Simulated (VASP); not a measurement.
# Lattice of TiC across functionals and dispersion corrections

How close do the usual functionals, with and without dispersion, come to the cell of TiC? The levels: LDA, PBEsol, PBE, r2SCAN, PBE + D3(BJ), r2SCAN + rVV10, PBE + D4 and AM05. LASPH is on for some levels and off for others; the table marks which. The start is a cell from a database of measured crystal structures.

Calculated with VASP 6.6.1; LDA; plane waves and PAW (Ti_sv, C), in the first sound run; inputs show where later runs differ.

Experimental background.

“Tunable TiZrMoC Coatings: A Comprehensive Study of Microstructure, Mechanical Properties, and Wear Resistance” (2024, pmc:11728635) quotes from earlier work for TiC, rock-salt (B1) (bulk crystal): lattice constant a (cubic lattice parameter, PDF 071-0298) 4.328 Å [database card value; the paper also gives 4.317 Å from another card (PDF 089-3828)].

The database entry behind the starting cell differs from later determinations by our own check (0.1 to 0.3 % short, probably kX units), so it need not match the best structure at ambient conditions.

### 1. The starting structure

Before any relaxation, the start is as follows. The structure is cubic, space group Fm-3m (No. 225). Conventional cell: a = 4.319 Å, b = 4.319 Å, c = 4.319 Å, α = 90.00°, β = 90.00°, γ = 90.00°. Ti has 6 C at 2.16 Å nearest. C has 6 Ti at 2.16 Å nearest. Farther neighbours are not listed.

### 2. Relaxation with LDA

Properties are meant for the cell that this level of theory prefers, so cell and atoms are relaxed first (ISIF = 3) until forces and stress are small; EDIFFG sets the threshold. LDA, the lowest rung, knows the local density alone.

INCAR

```
SYSTEM = TiC
PREC = Accurate
ENCUT = 560
EDIFF = 1E-06
NELM = 100
ISMEAR = -1
SIGMA = 0.05
LREAL = .FALSE.
ALGO = Normal
GGA = CA
NBANDS = 14
LORBIT = 11
LWAVE = .FALSE.
LCHARG = .FALSE.
KPAR = 2
IBRION = 2
NSW = 60
ISIF = 3
EDIFFG = -0.01
```

POSCAR

```
TiC
1.0
    0.0000000000      2.1593000000      2.1593000000
    2.1593000000      0.0000000000      2.1593000000
    2.1593000000      2.1593000000      0.0000000000
Ti C
1 1
Direct
    0.0000000000      0.0000000000      0.0000000000
    0.5000000000      0.5000000000      0.5000000000
```

KPOINTS

```
Automatic mesh
0
Gamma
8 8 8
0 0 0
```

Potentials, in the order of the species: Ti_sv and C (PBE family, release 64).

Command:

```sh
$ mpirun -np 2 vasp_std
```

Log:

```text
[banner, memory and clock lines left out]
running    2 mpi-ranks, on    1 nodes
 distrk:  each k-point on    1 cores,    2 groups
 distr:  one band on    1 cores,    1 groups

 POSCAR found type information on POSCAR TiC
 POSCAR found :  2 types and       2 ions
|                                                                             |
|               ----> ADVICE to this user running VASP <----                  |
|                                                                             |
|     You enforced a specific xc type in the INCAR file but a different       |
|     [... a line on the potential file left out ...]
|     I HOPE YOU KNOW WHAT YOU ARE DOING!                                     |
|                                                                             |

 LDA part: xc-table for (Slater(with rela. corr.)+CA(PZ))
 , standard interpolation
 POSCAR, INCAR and KPOINTS ok, starting setup
 FFT: planning ... GRIDC
 FFT: planning ... GRID_SOFT
 FFT: planning ... GRID
 WAVECAR not read
 entering main loop
       N       E                     dE             d eps       ncg     rms          rms(c)
DAV:   1     0.123203461337E+03    0.12320E+03   -0.85178E+03   812   0.145E+03
DAV:   2    -0.176606618501E+02   -0.14086E+03   -0.13265E+03   884   0.366E+02
DAV:   3    -0.257179567911E+02   -0.80573E+01   -0.78948E+01  1036   0.851E+01
DAV:   4    -0.261042660263E+02   -0.38631E+00   -0.38604E+00  1014   0.165E+01
DAV:   5    -0.261122840004E+02   -0.80180E-02   -0.80149E-02  1064   0.228E+00    0.188E+01
DAV:   6    -0.213096747196E+02    0.48026E+01   -0.13582E+01  1138   0.614E+01    0.712E+00
DAV:   7    -0.206207433659E+02    0.68893E+00   -0.23560E+00  1014   0.232E+01    0.530E+00
DAV:   8    -0.205899136412E+02    0.30830E-01   -0.11357E-01   896   0.361E+00    0.387E+00
DAV:   9    -0.205618173104E+02    0.28096E-01   -0.14544E-01  1020   0.512E+00    0.745E-01
DAV:  10    -0.205611626555E+02    0.65465E-03   -0.13325E-02  1036   0.138E+00    0.765E-01
DAV:  11    -0.205579125830E+02    0.32501E-02   -0.54009E-03   878   0.111E+00    0.297E-01
DAV:  12    -0.205576554214E+02    0.25716E-03   -0.60471E-04  1104   0.341E-01    0.610E-02
DAV:  13    -0.205576373999E+02    0.18022E-04   -0.72048E-05   932   0.840E-02    0.149E-02
DAV:  14    -0.205576355159E+02    0.18840E-05   -0.44922E-06  1004   0.309E-02    0.303E-03
DAV:  15    -0.205576354697E+02    0.46179E-07   -0.18235E-07   502   0.513E-03
   1 F= -.20557635E+02 E0= -.20556266E+02  d E =-.205576E+02
 curvature:   0.00 expect dE= 0.000E+00 dE for cont linesearch  0.000E+00
 trial: gam= 0.00000 g(F)=  0.000E+00 g(S)=  0.107E+00 ort = 0.000E+00 (trialstep = 0.100E+01)
 search vector abs. value=  0.107E+00
 bond charge predicted
       N       E                     dE             d eps       ncg     rms          rms(c)
DAV:   1    -0.218293239346E+02   -0.12717E+01   -0.27543E+01   974   0.765E+01    0.113E+01
DAV:   2    -0.206851041433E+02    0.11442E+01   -0.30081E+00  1032   0.322E+01    0.306E+00
DAV:   3    -0.205117920257E+02    0.17331E+00   -0.39185E-01  1062   0.690E+00    0.148E+00
DAV:   4    -0.205056382537E+02    0.61538E-02   -0.30267E-01  1102   0.579E+00    0.903E-01
DAV:   5    -0.205235032016E+02   -0.17865E-01   -0.26794E-02   902   0.213E+00    0.150E-01
DAV:   6    -0.205304600388E+02   -0.69568E-02   -0.10649E-02  1204   0.503E-01    0.154E-01
DAV:   7    -0.205338052707E+02   -0.33452E-02   -0.61057E-03   962   0.761E-01    0.361E-01
DAV:   8    -0.205330763805E+02    0.72889E-03   -0.29517E-03   926   0.719E-01    0.191E-02
DAV:   9    -0.205331191004E+02   -0.42720E-04   -0.18712E-04  1064   0.102E-01    0.956E-03
DAV:  10    -0.205331402414E+02   -0.21141E-04   -0.43916E-05  1202   0.406E-02    0.125E-02
DAV:  11    -0.205331395175E+02    0.72387E-06   -0.14846E-05  1134   0.281E-02    0.209E-03
DAV:  12    -0.205331395471E+02   -0.29564E-07   -0.60541E-07   554   0.600E-03
   2 F= -.20533140E+02 E0= -.20531858E+02  d E =0.244959E-01
 trial-energy change:    0.024496  1 .order    0.027720   -0.106595    0.162034
 step:   0.4143(harm=  0.3968)  dis= 0.00000  next Energy=   -20.579945 (dE=-0.223E-01)
 bond charge predicted
       N       E                     dE             d eps       ncg     rms          rms(c)
DAV:   1    -0.210782822357E+02   -0.54514E+00   -0.98552E+00   938   0.487E+01    0.750E+00
DAV:   2    -0.207006471886E+02    0.37764E+00   -0.18842E+00   998   0.235E+01    0.246E+00
DAV:   3    -0.205630468041E+02    0.13760E+00   -0.24981E-01  1106   0.709E+00    0.819E-01
DAV:   4    -0.205674681388E+02   -0.44213E-02   -0.10610E-01  1100   0.297E+00    0.464E-01
DAV:   5    -0.205745290445E+02   -0.70609E-02   -0.67273E-03  1032   0.623E-01    0.299E-01
DAV:   6    -0.205798334257E+02   -0.53044E-02   -0.77604E-03  1244   0.546E-01    0.137E-01
DAV:   7    -0.205803163997E+02   -0.48297E-03   -0.14758E-03  1036   0.256E-01    0.575E-02
DAV:   8    -0.205803618171E+02   -0.45417E-04   -0.11615E-04  1002   0.102E-01    0.130E-02
DAV:   9    -0.205803694264E+02   -0.76093E-05   -0.19615E-05  1136   0.269E-02    0.774E-03
DAV:  10    -0.205803704029E+02   -0.97649E-06   -0.19647E-06   830   0.881E-03
   3 F= -.20580370E+02 E0= -.20579050E+02  d E =-.227349E-01
 curvature:  -0.20 expect dE=-0.269E-05 dE for cont linesearch -0.269E-05
 trial: gam=-0.01116 g(F)=  0.424E-63 g(S)=  0.136E-04 ort = 0.120E-02 (trialstep = 0.883E+00)
 search vector abs. value=  0.183E-08
 reached required accuracy - stopping structural energy minimisation
```

It took 5.6 s on 2 MPI ranks of Intel Xeon 6975P-C (Granite Rapids), shared host; peak memory 0.25 GiB.

Lines that name or quote the potential files are left out of all logs, and their timing lines are given in words.

Parts of OUTCAR (step 2):

```text
ion  position               nearest neighbor table
   1  0.000  0.000  0.000-   2 2.16   2 2.16   2 2.16   2 2.16   2 2.16   2 2.16
   2  0.500  0.500  0.500-   1 2.16   1 2.16   1 2.16   1 2.16   1 2.16   1 2.16

  LATTYP: Found a face centered cubic cell.
 ALAT       =     4.3186000000

 Subroutine GETGRP returns: Found 48 space group operations
 (whereof 48 operations were pure point group operations)

The static configuration has the point symmetry O_h .

 Found     29 irreducible k-points:

   k-points           NKPTS =     29   k-points in BZ     NKDIM =     29   number of bands    NBANDS=     14

   dimension x,y,z NGX =    24 NGY =   24 NGZ =   24
   dimension x,y,z NGXF=    48 NGYF=   48 NGZF=   48

   ENCUT  =  560.0 eV  41.16 Ry    6.42 a.u.   5.89  5.89  5.89*2*pi/ulx,y,z

   NELECT =      16.0000    total number of electrons

 k-points in reciprocal lattice and weights: Automatic mesh
   0.00000000  0.00000000  0.00000000       0.002
   0.12500000  0.00000000  0.00000000       0.016
   0.25000000  0.00000000  0.00000000       0.016
   0.37500000  0.00000000  0.00000000       0.016
   0.50000000  0.00000000  0.00000000       0.008
   0.12500000  0.12500000  0.00000000       0.012
   0.25000000  0.12500000  0.00000000       0.047
   0.37500000  0.12500000  0.00000000       0.047
   0.50000000  0.12500000  0.00000000       0.047
[...]
-0.37500000  0.50000000  0.12500000       0.023
  -0.25000000  0.50000000  0.25000000       0.012

 average (electrostatic) potential at core
       1 -70.0855       2 -43.9416

 E-fermi :   9.5999

 k-point     1 :       0.0000    0.0000    0.0000
  band No.  band energies     occupation
      1     -46.1021      2.00000
      2     -22.4745      2.00000
      3     -22.4745      2.00000
      4     -22.4745      2.00000
      5      -2.7521      2.00000
      6      10.2905      0.00000
      7      10.2905      0.00000
      8      10.2905      0.00000
      9      11.4026      0.00000
     10      11.4026      0.00000
    ...

 k-point     2 :       0.1250    0.0000    0.0000
  band No.  band energies     occupation
    ...
      4     -22.4829      2.00000
      5      -2.3809      2.00000
      6       8.9664      1.99999
      7       9.3328      1.99048
      8       9.3328      1.99048
      9      10.7505      0.00000
     10      10.7505      0.00000
     11      11.9965      0.00000
     12      13.6037      0.00000
     13      13.6037      0.00000
    ...

 k-point     3 :       0.2500    0.0000    0.0000
  band No.  band energies     occupation
    ...
      4     -22.5033      2.00000
      5      -1.3622      2.00000
      6       6.8485      2.00000
      7       7.8612      2.00000
      8       7.8612      2.00000
      9      11.4494      0.00000
     10      11.4494      0.00000
     11      12.6236      0.00000
     12      15.7941      0.00000
     13      15.7941      0.00000
    ...

  Total       -0.0136934     -0.0136934     -0.0136934      0.0000000      0.0000000      0.0000000
  in kB       -1.1301865     -1.1301865     -1.1301865      0.0000000      0.0000000      0.0000000
  external PRESSURE =      -1.1301865 kB  Pullay stress =       0.0000000 kB

  energy-cutoff  :      560.00
  volume of cell :       19.41
      direct lattice vectors                 reciprocal lattice vectors
    -0.000000000  2.133111104  2.133111104    -0.234399417  0.234399417  0.234399417
     2.133111104  0.000000000  2.133111104     0.234399417 -0.234399417  0.234399417
     2.133111104  2.133111104 -0.000000000     0.234399417  0.234399417 -0.234399417

 POSITION                                       TOTAL-FORCE (eV/Angst)
 -----------------------------------------------------------------------------------
      0.00000      0.00000      0.00000        -0.000000      0.000000      0.000000
      2.13311      2.13311      2.13311         0.000000      0.000000     -0.000000
 -----------------------------------------------------------------------------------
    total drift:                                0.000000     -0.000000     -0.000000

  FREE ENERGIE OF THE ION-ELECTRON SYSTEM (eV)
  ---------------------------------------------------
  free  energy   TOTEN  =       -20.5803704029 eV

  energy  without entropy=      -20.5777288309  energy(sigma->0) =      -20.57904962

 reached required accuracy - stopping structural energy minimisation

 total charge
# of ion       s       p       d       tot
------------------------------------------
    1        2.211   6.275   2.045  10.531
    2        0.883   1.524   0.000   2.407
--------------------------------------------------
tot          3.094   7.799   2.045  12.938

[... 3 further parts left out ...]
```

CONTCAR:

```
TiC
   1.00000000000000
    -0.0000000000000000    2.1331111040622446    2.1331111040622446
     2.1331111040622446    0.0000000000000000    2.1331111040622446
     2.1331111040622446    2.1331111040622446   -0.0000000000000000
  Ti              C
     1     1
Direct
     0.0000000000000000    0.0000000000000000    0.0000000000000000
     0.5000000000000000    0.5000000000000000    0.5000000000000000
```

The k-mesh is coarse for a metal. The PAW data sets were made with PBE, though LDA sets exist; this is a small mismatch. The run keeps the 48 symmetry operations of its start, so it cannot find a distortion of lower symmetry.

Step by step:

```
step  energy less that of the first step (eV)  largest force (eV/Å)  pressure (GPa)  volume (Å³)
   1                                   0.0000                0.0000           -9.66        20.14
   2                                   0.0245                0.0000           16.05        18.42
   3                                  -0.0227                0.0000           -0.11        19.41
```

| conventional cell, symmetrised | before | after | change |
| --- | --- | --- | --- |
| a (Å) | 4.319 | 4.266 | -1.2 % |
| b (Å) | 4.319 | 4.266 | -1.2 % |
| c (Å) | 4.319 | 4.266 | -1.2 % |
| volume (Å³/atom) | 10.07 | 9.71 | -3.6 % |

Final coordinates:

```xyz
2
Lattice="0.0000 2.1331 2.1331 2.1331 0.0000 2.1331 2.1331 2.1331 0.0000" Properties=species:S:1:pos:R:3 pbc="T T T"
Ti    0.0000    0.0000    0.0000
C     2.1331    2.1331    2.1331
```

Numbers from this step:

```
electrons                       : 16
bands                           : 14
irreducible k-points            : 29
symmetry operations             : 48
free energy (TOTEN)             : -20.58 eV
energy at zero smearing         : -20.58 eV
Fermi energy                    : 9.600 eV
pressure                        : -0.1130 GPa
metallic                        : yes
SCF cycles over all ionic steps : 37
```

It ends with forces that vanish by symmetry and a pressure of -0.11 GPa. The volume lies -3.6 % from that of the database's start, which holds the thermal and zero-point expansion of its experiment. LDA is known to overbind. The conventional cell has a = 4.266 Å.

[end of part 1 of 3]

[Lines on the potential files, build, host, timing and source positions are cut from VASP's logs without a mark.]

[Logs are printed without paths, hosts, clocks, repeated set-up lines and the standing remarks that a program may print on its own settings, such as how far it seeks lower states.]

[Hosts, paths, dates, database ids (printed as entryN), source tags and the programs' standing remarks are cut or masked in the printed files.]

[A measured line is paired with the nearest computed mode of its activity, which favours agreement.]
